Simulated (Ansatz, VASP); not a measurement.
# Al2SbP (CuAu-ordered zincblende type (invented)): VASP beside Ansatz

One calculation is typed for both programs; each brings its own data sets. How far apart do they land? The cell is generated by rule, not measured, and may not be a known phase. The cell is taken from a series of runs on this material, whose earlier steps may have relaxed, scaled, displaced or heated it; both programs get it as it stands.

Main program and level: Ansatz 0.2.0; plane waves, with VASP 6.6.1 beside it; relaxation of cell and atoms at LDA.

## 1. The starting structure

It takes space group P-4m2 (No. 115, tetragonal). The conventional cell has a = 4.071 Å, b = 4.071 Å, c = 5.777 Å, α = 90.00°, β = 90.00°, γ = 90.00°. P has 4 Al at 2.41 Å nearest. Sb has 4 Al at 2.59 Å nearest. Al has 2 P at 2.41 Å and 2 Sb at 2.59 Å nearest. Farther neighbours are not listed.

## 2. Ansatz: relaxation of cell and atoms, LDA

Ansatz runs on its default PAW (the set named soft_2) files.

The relaxed volume is the usual yardstick between codes: in a stiff, nearly cubic crystal its relative difference is about their pressure difference at one cell divided by the bulk modulus.

Contents of input.yaml:

```yaml
crystal:
  lattice:
    - [4.071157436, 0.0, 0.0]
    - [0.0, 4.071157436, 0.0]
    - [0.0, 0.0, 5.7774492879]
  atoms:
    - { symbol: P, position: [0.0, 0.0, 0.0] }
    - { symbol: Sb, position: [0.5, 0.5, 0.5] }
    - { symbol: Al, position: [0.0, 0.5, 0.2221580228] }
    - { symbol: Al, position: [0.5, 0.0, 0.7778419772] }
kpoints:
  mp_grid: { grid: [10, 10, 6] }
hamiltonian:
  xc: lda
scf:
  occupations: { method: fixed }
output:
  forces: true
  stress: true
  eigenvalues: true
relax:
  adjacent_minimum: "off"
  f_tol: 0.001
  max_steps: 60
  cell: { stress_tol: 0.01 }
```

Command:

```console
$ ansatz run input.yaml --threads 2 --pin off --max-ram 5120MiB --backend cpu --events-out ev --progress --plain --runs-dir out
```

Numbers of over 12 decimals in the logs are rounded to 6 here.

Log:

```text
Engine: ansatz 0.2.0, x86_64-unknown-linux-gnu
Pseudopotentials: kind: paw
Pseudopotential: P, paw, valence charge 5, recommended cutoff 420 eV (normal), P.paw.azcp
Pseudopotential: Sb, paw, valence charge 15, recommended cutoff 420 eV (normal), Sb.paw.azcp
Pseudopotential: Al, paw, valence charge 3, recommended cutoff 420 eV (normal), Al.paw.azcp
Functional definition: SPW92
  exchange = slater_x
  correlation = pw_c
Crystal: 4 atoms, lattice volume = 95.757 Å³
Basis set: ecut = 420 eV, 1875 PW (Γ)
Bands: 17, of which v1, the nominal top of the filled ones, is band 13 counted from 1 (12 counted from 0)
Symmetry: 8 space group operations
Space group: P-4m2 (ITA 115), of the structure as read, at distance tolerance 4.6e-5 Å
k-points: 84 of 600 (time reversal used)
Non-local potential: P, projectors of the file, l = 0: 2, l = 1: 2, l = 2: 2
Non-local potential: Sb, projectors of the file, l = 0: 2, l = 1: 2, l = 2: 2, l = 3: 2
Non-local potential: Al, projectors of the file, l = 0: 2, l = 1: 2, l = 2: 1
PAW form: soft (Blöchl's): semilocal exchange-correlation on the pseudo side does not see the compensation charge
PAW frozen core: P, regenerated for the run's functional, and the local potential with it (the file was generated under x = pbe(κ = 0.804, μ = 0.219515), c = pbe(β = 0.066725))
PAW frozen core: Sb, regenerated for the run's functional, and the local potential with it (the file was generated under x = pbe(κ = 0.804, μ = 0.219515), c = pbe(β = 0.066725))
PAW frozen core: Al, regenerated for the run's functional, and the local potential with it (the file was generated under x = pbe(κ = 0.804, μ = 0.219515), c = pbe(β = 0.066725))
PAW one-centre angular grid: P, 110 points (default); XC on 64 Gauss nodes
PAW one-centre angular grid: Sb, 590 points (default); XC on 64 Gauss nodes
PAW one-centre angular grid: Al, 110 points (default); XC on 64 Gauss nodes
Initial density: superposition of atomic densities (neutral atoms: chi_scale 0, normalization atom), corrected by the library's trained network
Initial wavefunctions: pseudopotential atomic-orbital guess
Functional: x = slater, c = lda
SCF iter   1: F=—  HF=-8088.781010 eV  |F-HF|=—  |Δ(HF+E_count)|=         —  Δρ=5.24e-3  dr2=3.11e-2  ethr=1.77e-3  ⟨swp⟩=5.1  Hψ=7198  notcnv=0  defer=164
preconditioner: auto → Resta (q_TF=auto, 2.195 Å⁻¹)  ε∞=4.8  [insulator: Δε(μ)=0.576 eV  Ē_g=7.838 eV  n_scr=20 (ndim 8)  ℏωp=15.2 eV  f_vac=0.001  ε∞_Penn≈4.8]
SCF iter   2: F=—  HF=-8088.772211 eV  |F-HF|=—  |Δ(HF+E_count)|=   8.80e-3  Δρ=2.72e-3  dr2=6.24e-3  ethr=1.20e-4  ⟨swp⟩=2.1  Hψ=2574  notcnv=0  defer=167
SCF iter   3: F=—  HF=-8088.770445 eV  |F-HF|=—  |Δ(HF+E_count)|=   1.77e-3  Δρ=4.66e-4  dr2=2.72e-4  ethr=2.40e-5  ⟨swp⟩=3.9  Hψ=2790  notcnv=0  defer=168
SCF iter   4: F=—  HF=-8088.770391 eV  |F-HF|=—  |Δ(HF+E_count)|=   5.36e-5  Δρ=1.31e-4  dr2=2.25e-5  ethr=1.05e-6  ⟨swp⟩=2.9  Hψ=2691  notcnv=0  defer=168
SCF iter   5: F=—  HF=-8088.770390 eV  |F-HF|=—  |Δ(HF+E_count)|=   1.52e-6  Δρ=3.90e-5  dr2=1.81e-6  ethr=8.65e-8  ⟨swp⟩=3.0  Hψ=2640  notcnv=0  defer=154
SCF iter   6: F=-8088.770390 eV  HF=-8088.770390 eV  |F-HF|=5.84e-9  |Δ(HF+E_count)|=   4.24e-7  Δρ=7.51e-6  dr2=7.43e-8  ethr=3.85e-10  ⟨swp⟩=9.4  Hψ=10403  notcnv=0
SCF 1 converged in 6 iterations: F = -8088.770390 eV  dr2 = 7.43e-8
  greatest PAW one-centre occupation: 0.998 electrons in one spin orbital (limit 2), on the Sb atom at site 1 (counted from 0), in its partial waves of l = 2
relax step   1: F+E_penalty+E_count = -8088.77039001 eV  Δ(F+E_penalty+E_count) = +0.000e0 eV  max|allowed force component| = 2.010e-4 eV/Å  Δτ_max = 0.0000 Å  P = +0.001 GPa  Ω = 95.757 Å³  (6 SCF iters, dr2 threshold 1.00e-7 eV, accepted)
Initial density: handed on by an earlier stage of this run
Initial wavefunctions: pseudopotential atomic-orbital guess (no wavefunctions were taken with the density)
iter 1 solved again at ethr=4.52e-7 eV; its pass at ethr=3.10e-3 eV (dr2=1.17e-4 eV) is discarded
SCF iter   1: F=—  HF=-8088.770389 eV  |F-HF|=—  |Δ(HF+E_count)|=         —  Δρ=7.41e-6  dr2=7.60e-8  ethr=4.52e-7  ⟨swp⟩=3.8  Hψ=11126  notcnv=0  defer=168
eigensolver tolerance schedule: the retry pair's looser diagonalisation over-reported the residual by 1545.50 of it (diagonalisation noise at 0.29 of the residual, at the tolerance the schedule requests for it); recorded, not acted on — ethr = c·dr2/N_el stays at c = 1.0e-1
preconditioner: auto → Resta (q_TF=auto, 2.195 Å⁻¹)  ε∞=4.7  [insulator: Δε(μ)=0.547 eV  Ē_g=7.846 eV  n_scr=20 (ndim 8)  ℏωp=15.2 eV  f_vac=0.000  ε∞_Penn≈4.7]
SCF iter   2: F=—  HF=-8088.770390 eV  |F-HF|=—  |Δ(HF+E_count)|=   1.10e-6  Δρ=5.03e-6  dr2=3.34e-8  ethr=2.92e-10  ⟨swp⟩=3.1  Hψ=2970  notcnv=0  defer=161
SCF iter   3: F=—  HF=-8088.770390 eV  |F-HF|=—  |Δ(HF+E_count)|=   7.50e-9  Δρ=1.75e-6  dr2=5.18e-9  ethr=1.29e-10  ⟨swp⟩=2.2  Hψ=2032  notcnv=0  defer=161
SCF iter   4: F=—  HF=-8088.770390 eV  |F-HF|=—  |Δ(HF+E_count)|=  4.95e-10  Δρ=8.83e-7  dr2=9.01e-10  ethr=1.99e-11  ⟨swp⟩=2.4  Hψ=1980  notcnv=0  defer=161
SCF iter   5: F=—  HF=-8088.770390 eV  |F-HF|=—  |Δ(HF+E_count)|=  2.36e-10  Δρ=3.15e-7  dr2=1.05e-10  ethr=3.46e-12  ⟨swp⟩=2.5  Hψ=1945  notcnv=0  defer=161
SCF iter   6: F=-8088.770390 eV  HF=-8088.770390 eV  |F-HF|=1.82e-12  |Δ(HF+E_count)|=  3.00e-11  Δρ=2.47e-8  dr2=9.49e-13  ethr=1.00e-12  ⟨swp⟩=11.3  Hψ=11906  notcnv=0
SCF 2 converged in 6 iterations: F = -8088.770390 eV  dr2 = 9.49e-13
relax step   2: F+E_penalty+E_count = -8088.77039002 eV  Δ(F+E_penalty+E_count) = -7.781e-9 eV  max|allowed force component| = 1.979e-4 eV/Å  Δτ_max = 0.0000 Å  P = +0.001 GPa  Ω = 95.757 Å³  stress off target by 4.94e-3 GPa  SCF on the basis re-selected at this cell (its energy is not comparable with the rows above)  (6 SCF iters)
basis re-selected at this cell: Δ(F+E_penalty+E_count) = -7.781e-9 eV, ΔP = -0.000 GPa vs the last step (what re-selecting the basis moved, of the pressure what is left beyond the Pulay correction that the steps carried, after the strain that the cell walked since its last selection, with what the two solves' SCF thresholds leave and, on support functions, any second-order correction that the steps lacked; it is no m [...]
SCF converged after 6 iterations
Free energy (F): -8088.770390 eV
Harris-Foulkes:  -8088.770390 eV  (|F-HF|=1.82e-12)
Internal energy: -8088.770390 eV  (E = F + TS)
E sigma→0 (E₀):  -8088.770390 eV
Fermi energy:    6.065350 eV
--- Per-component energies (eV) ---
  E_band       = -197.658509
  E_kinetic    = 326.149755
  E_local      = -2144.731740  (includes V_loc(G=0)·N_el)
  E_nonlocal   = 425.542780
  E_hartree    = 963.878900
  E_xc         = -277.613977
  E_vxc        = -216.747643  (∫ρ·V_xc dr)
  E_paw        = -5855.545392  (= ΣΔE_a)
  E_vpaw       = -515.629457  (= ΣTr[D̂ρ^β])
  E_aug_tail   = -0.000007  (compensation charges beyond the density's cutoff)
  E_ewald      = -1527.238317
  E_core_change = 0.787608  (= ΣΔE_core)
  E_smearing   = -0.000000  (= −TS)
  E_closure    = -0.000000  (closes the sum)
  Σ components = -8088.770390   (vs F -8088.770390, Δ=0.00e0)
--- Forces (eV/Å), atoms counted from 1 ---
  atom   1  P     -0.00000000     0.00000000     0.00000000
  atom   2  Sb    -0.00000000     0.00000000     0.00000000
  atom   3  Al     0.00000000     0.00000000     0.00019790
  atom   4  Al     0.00000000     0.00000000    -0.00019790
  max |Σ_I F_I| component: 0.00e0 eV/Å
--- Stress (GPa, compression-positive) ---
       -0.001008       0.000000      -0.000000
        0.000000      -0.001008       0.000000
       -0.000000       0.000000       0.004941
  P = ⅓ Tr σ = 0.0010 GPa (0.010 kbar)
--- Band table (eV; the first three rows and the last of 84) ---
  k-point 0: bands = [... 9 lower, 3.3310, 5.7498, 6.0654, 6.0654, 6.6236, 7.4537, 8.5954, 9.5984]
  k-point 1: bands = [... 9 lower, 3.3974, 5.0279, 5.8297, 5.8297, 6.9231, 7.6062, 9.1005, 9.5258]
  k-point 2: bands = [... 9 lower, 3.5587, 3.8640, 5.3932, 5.3932, 7.2917, 7.9087, 9.0920, 9.9951]
  k-point 83: bands = [... 9 lower, 2.6286, 2.6286, 2.9042, 2.9123, 9.7894, 9.9113, 10.8076, 10.8076]
--- Relaxed structure (1 steps of the walk, 1 accepted, 1 SCFs on fresh bases) ---
  F+E_penalty+E_count = -8088.77039002 eV   max|allowed force component| = 1.979e-4 eV/Å   (the final SCF, on the basis selected at the relaxed cell)
  cell:  # Å, volume = 95.7573 Å³
    - [4.071157436, 0.0, 0.0]
    - [0.0, 4.071157436, 0.0]
    - [0.0, 0.0, 5.7774492879]
  atoms:
    - { symbol: P, position: [0.0, 0.0, 0.0] }
    - { symbol: Sb, position: [0.500000, 0.500000, 0.500000] }
    - { symbol: Al, position: [0.0, 0.500000, 0.222158] }
    - { symbol: Al, position: [0.500000, 0.0, 0.7778419772] }
```

## 3. VASP: relaxation of cell and atoms, LDA

The same cell, functional (in two slightly different forms) and mesh now go to VASP, with its own data sets.

Lines of VASP's logs that name or quote its potential files are left out, and so is its time.

Contents of INCAR:

```
SYSTEM = Al2SbP
PREC = Accurate
ENCUT = 500
EDIFF = 1E-07
NELM = 120
ISMEAR = 0
SIGMA = 0.01
LREAL = .FALSE.
ALGO = Normal
GGA = CA
NBANDS = 14
LORBIT = 11
LWAVE = .FALSE.
LCHARG = .FALSE.
ISIF = 3
IBRION = 2
NSW = 80
EDIFFG = -0.005
LASPH = .TRUE.
GGA_COMPAT = .FALSE.
NELMIN = 4
EFERMI = MIDGAP
```

Contents of POSCAR:

```
Al2SbP
1.0
    4.0711570000      0.0000000000      0.0000000000
    0.0000000000      4.0711570000      0.0000000000
    0.0000000000      0.0000000000      5.7774490000
P Sb Al
1 1 2
Direct
    0.0000000000      0.0000000000      0.0000000000
    0.5000001228      0.5000001228      0.5000000865
    0.0000000000      0.5000001228      0.2221580840
    0.5000001228      0.0000000000      0.7778420891
```

Contents of KPOINTS:

```
Automatic mesh
0
Gamma
10 10 6
0 0 0
```

The projector-augmented-wave data sets are P, Sb and Al (LDA family, release 64).

Command:

```console
$ mpirun -np 1 vasp_std
```

Log:

```text
[banner, memory and clock lines left out]
running    1 mpi-ranks, on    1 nodes
 distrk:  each k-point on    1 cores,    1 groups
 distr:  one band on    1 cores,    1 groups

 POSCAR found type information on POSCAR P SbAl
 POSCAR found :  3 types and       4 ions
 LDA part: xc-table for (Slater(with rela. corr.)+CA(PZ))
 , standard interpolation
 POSCAR, INCAR and KPOINTS ok, starting setup
 FFT: planning ... GRIDC
 FFT: planning ... GRID_SOFT
 FFT: planning ... GRID
 WAVECAR not read
 entering main loop
       N       E                     dE             d eps       ncg     rms          rms(c)
DAV:   1     0.397105830991E+02    0.39711E+02   -0.53288E+03  2352   0.863E+02
DAV:   2    -0.173389697307E+02   -0.57050E+02   -0.51483E+02  3188   0.127E+02
DAV:   3    -0.209652752890E+02   -0.36263E+01   -0.35849E+01  3158   0.341E+01
DAV:   4    -0.210171502272E+02   -0.51875E-01   -0.51860E-01  2754   0.498E+00
DAV:   5    -0.210180507251E+02   -0.90050E-03   -0.90044E-03  3174   0.676E-01    0.588E+00
DAV:   6    -0.205286071526E+02    0.48944E+00   -0.60063E-01  2778   0.383E+00    0.358E+00
DAV:   7    -0.204259550707E+02    0.10265E+00   -0.30302E-01  2964   0.269E+00    0.146E+00
DAV:   8    -0.204177816509E+02    0.81734E-02   -0.26594E-02  2940   0.968E-01    0.209E-01
DAV:   9    -0.204178107156E+02   -0.29065E-04   -0.34753E-03  2958   0.410E-01    0.776E-02
DAV:  10    -0.204178238777E+02   -0.13162E-04   -0.31747E-04  3128   0.986E-02    0.464E-02
DAV:  11    -0.204178319435E+02   -0.80659E-05   -0.20065E-05  2844   0.272E-02    0.204E-02
DAV:  12    -0.204178353704E+02   -0.34268E-05   -0.51242E-06  3108   0.155E-02    0.431E-03
DAV:  13    -0.204178352429E+02    0.12746E-06   -0.78144E-07  2932   0.632E-03    0.371E-03
DAV:  14    -0.204178352386E+02    0.43310E-08   -0.26000E-07  2828   0.289E-03
   1 F= -.20417835E+02 E0= -.20417835E+02  d E =-.204178E+02
[...]
2 F= -.20418249E+02 E0= -.20418249E+02  d E =-.414247E-03
[...]
3 F= -.20418348E+02 E0= -.20418348E+02  d E =-.512525E-03
[...]
4 F= -.20418386E+02 E0= -.20418386E+02  d E =-.385765E-04
 trial-energy change:   -0.000039  1 .order   -0.000039   -0.000058   -0.000020
 step:   1.4178(harm=  1.4178)  dis= 0.00169  next Energy=   -20.418392 (dE=-0.438E-04)
 bond charge predicted
       N       E                     dE             d eps       ncg     rms          rms(c)
DAV:   1    -0.204183916862E+02   -0.53222E-05   -0.81581E-05  2628   0.576E-02    0.741E-03
DAV:   2    -0.204183914868E+02    0.19943E-06   -0.59984E-06  3126   0.142E-02    0.368E-03
DAV:   3    -0.204183912989E+02    0.18786E-06   -0.31036E-07  2764   0.348E-03    0.145E-03
DAV:   4    -0.204183912363E+02    0.62639E-07   -0.74886E-08  1674   0.138E-03
   5 F= -.20418391E+02 E0= -.20418391E+02  d E =-.434723E-04
 curvature:  -0.74 expect dE=-0.459E-07 dE for cont linesearch -0.130E-08
 trial: gam=-0.00673 g(F)=  0.254E-08 g(S)=  0.596E-07 ort = 0.336E-06 (trialstep = 0.103E+01)
 search vector abs. value=  0.606E-07
 reached required accuracy - stopping structural energy minimisation
```

Parts of OUTCAR (step 3):

```text
ion  position               nearest neighbor table
   1  0.000  0.000  0.000-   4 2.41   3 2.41   4 2.41   3 2.41
   2  0.500  0.500  0.500-   3 2.59   4 2.59   3 2.59   4 2.59
   3  0.000  0.500  0.222-   1 2.41   1 2.41   2 2.59   2 2.59
   4  0.500  0.000  0.778-   1 2.41   1 2.41   2 2.59   2 2.59

  LATTYP: Found a simple tetragonal cell.
 ALAT       =     4.0711570000
 C/A-ratio  =     1.4191172190

 Subroutine GETGRP returns: Found  8 space group operations
 (whereof  8 operations were pure point group operations)

The static configuration has the point symmetry D_2d.

 Found     84 irreducible k-points:

   k-points           NKPTS =     84   k-points in BZ     NKDIM =     84   number of bands    NBANDS=     14

   dimension x,y,z NGX =    30 NGY =   30 NGZ =   42
   dimension x,y,z NGXF=    60 NGYF=   60 NGZF=   84

   ENCUT  =  500.0 eV  36.75 Ry    6.06 a.u.   7.42  7.42 10.53*2*pi/ulx,y,z

   NELECT =      16.0000    total number of electrons

 k-points in reciprocal lattice and weights: Automatic mesh
   0.00000000  0.00000000  0.00000000       0.002
   0.10000000  0.00000000  0.00000000       0.007
   0.20000000  0.00000000  0.00000000       0.007
   0.30000000  0.00000000  0.00000000       0.007
   0.40000000  0.00000000  0.00000000       0.007
   0.50000000  0.00000000  0.00000000       0.003
   0.10000000  0.10000000  0.00000000       0.007
   0.20000000  0.10000000  0.00000000       0.013
   0.30000000  0.10000000  0.00000000       0.013
[...]
0.50000000  0.40000000  0.50000000       0.007
   0.50000000  0.50000000  0.50000000       0.002

 average (electrostatic) potential at core
       1 -84.0943       2 -87.3808       3 -73.4762       4 -73.4762

 E-fermi :   5.3212

 k-point     1 :       0.0000    0.0000    0.0000
  band No.  band energies     occupation
    ...
      4       2.3047      2.00000
      5       2.3047      2.00000
      6       4.7311      2.00000
      7       5.0598      2.00000
      8       5.0598      2.00000
      9       5.5890      0.00000
     10       6.4217      0.00000
     11       7.5914      0.00000
     12       8.5585      0.00000
     13       8.5585      0.00000
    ...

 k-point     2 :       0.1000    0.0000    0.0000
  band No.  band energies     occupation
    ...
      4       1.9459      2.00000
      5       2.3559      2.00000
      6       4.3651      2.00000
      7       4.5346      2.00000
      8       5.0474      2.00000
      9       5.8746      0.00000
     10       6.8305      0.00000
     11       7.9844      0.00000
     12       8.5593      0.00000
     13       8.6196      0.00000
    ...

 k-point     3 :       0.2000    0.0000    0.0000
  band No.  band energies     occupation
    ...
      4       1.3484      2.00000
      5       2.5013      2.00000
      6       3.1945      2.00000
      7       4.0025      2.00000
      8       4.9967      2.00000
      9       6.2245      0.00000
     10       7.9789      0.00000
     11       8.2919      0.00000
     12       8.7061      0.00000
     13       8.8025      0.00000
    ...

  Total        0.0002779      0.0002779     -0.0021872      0.0000000      0.0000000      0.0000000
  in kB        0.0046306      0.0046306     -0.0364503      0.0000000      0.0000000      0.0000000
  external PRESSURE =      -0.0090630 kB  Pullay stress =       0.0000000 kB

  energy-cutoff  :      500.00
  volume of cell :       96.14
      direct lattice vectors                 reciprocal lattice vectors
     4.075914325  0.000000000  0.000000000     0.245343724  0.000000000  0.000000000
     0.000000000  4.075914325  0.000000000     0.000000000  0.245343724  0.000000000
     0.000000000  0.000000000  5.786944383     0.000000000  0.000000000  0.172802767

 POSITION                                       TOTAL-FORCE (eV/Angst)
 -----------------------------------------------------------------------------------
      0.00000      0.00000      0.00000         0.000000      0.000000      0.000000
      2.03796      2.03796      2.89347        -0.000000      0.000000      0.000000
      0.00000      2.03796      1.28209         0.000000      0.000000     -0.000162
      2.03796      0.00000      4.50486         0.000000      0.000000      0.000162
 -----------------------------------------------------------------------------------
    total drift:                               -0.000070     -0.000070     -0.000061

  FREE ENERGIE OF THE ION-ELECTRON SYSTEM (eV)
  ---------------------------------------------------
  free  energy   TOTEN  =       -20.4183912363 eV

  energy  without entropy=      -20.4183912363  energy(sigma->0) =      -20.41839124

 reached required accuracy - stopping structural energy minimisation

 total charge
# of ion       s       p       d       tot
------------------------------------------
    1        1.018   1.545   0.000   2.563
    2        1.116   1.495   0.027   2.637
    3        0.412   0.379   0.000   0.792
    4        0.412   0.379   0.000   0.792
--------------------------------------------------
tot          2.959   3.798   0.027   6.783

[... 3 further parts left out ...]
```

CONTCAR:

```
Al2SbP
   1.00000000000000
     4.0759143254127146    0.0000000000000000    0.0000000000000000
     0.0000000000000000    4.0759143254127146    0.0000000000000000
     0.0000000000000000    0.0000000000000000    5.7869443834911456
  P               Sb              Al
     1     1     2
Direct
     0.0000000000000000    0.0000000000000000    0.0000000000000000
     0.5000001228000031    0.5000001228000031    0.5000000865000018
     0.0000000000000000    0.5000001228000031    0.2215483439358182
     0.5000001228000031    0.0000000000000000    0.7784518291641801
```

## 4. Side by side

Known differences besides the potentials themselves: the two LDA forms differ slightly; fixed occupations in Ansatz, narrow Gaussian smearing in VASP; the data sets hold 26 valence electrons in Ansatz (on its default PAW (the set named soft_2) files) and 16 in VASP; the cutoff is 420 eV in Ansatz and 500 eV in VASP; VASP's log shows a relativistic correction to its local exchange, Ansatz's none; Ansatz adds a Pulay correction to the stress that steers its cell, VASP none. Total energies have different zeros and are not compared.

Compared:

| quantity | Ansatz | VASP | difference |
| --- | --- | --- | --- |
| volume (Å³) | 95.76 | 96.14 | -0.40 % |
| edge a after relaxation, in the typed setting (Å) | 4.071 | 4.076 | -0.12 % |
| edge c after relaxation, in the typed setting (Å) | 5.777 | 5.787 | -0.16 % |

## 5. Outcome

```json
{"difference in volume (relaxation of cell and atoms, LDA)": "-0.40 %"}
```

The difference in volume is -0.40 % (relaxation of cell and atoms, LDA), within the 1.2 % picked in this series as the mark of a large difference, as far as the stopping tolerances let one tell. The data sets hold unlike numbers of valence electrons (26 in Ansatz and 16 in VASP), so part of the differences comes from the potentials. 1 further run of this series is not shown here. How closely two codes agree says nothing of how well the functional describes the real material.

[Lines on the potential files, build, host, timing and source positions are cut from VASP's logs without a mark.]

[Logs are printed without paths, hosts, clocks, repeated set-up lines and the standing remarks that a program may print on its own settings, such as how far it seeks lower states.]

[Hosts, paths, dates, database ids (printed as entryN), source tags and the programs' standing remarks are cut or masked in the printed files.]
